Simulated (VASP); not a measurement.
Shape and ions are relaxed at each volume.

Energy against volume of Mg3Sb2 (a-la2o3). Computed with PBE GGA with D3 dispersion (zero damping), VASP's PBE PAW potentials (set 64) (plane waves; VASP).

```json
[
 {"V (Å³/atom)": "24.289", "E (eV/atom)": "-3.16028"},
 {"V (Å³/atom)": "25.064", "E (eV/atom)": "-3.17100"},
 {"V (Å³/atom)": "25.840", "E (eV/atom)": "-3.17415"},
 {"V (Å³/atom)": "26.615", "E (eV/atom)": "-3.17085"},
 {"V (Å³/atom)": "27.390", "E (eV/atom)": "-3.16202"}
]
```

Problem. Fit a third-order Birch-Murnaghan equation of state.

Solution. 
```
Property                                        Result
---------------------------------------  -------------
volume per atom                          25.81 Å³/atom
bulk modulus                                  44.6 GPa
pressure derivative of the bulk modulus           4.23
```

The compound is Mg3Sb2 in the a-la2o3 structure. It was relaxed first.
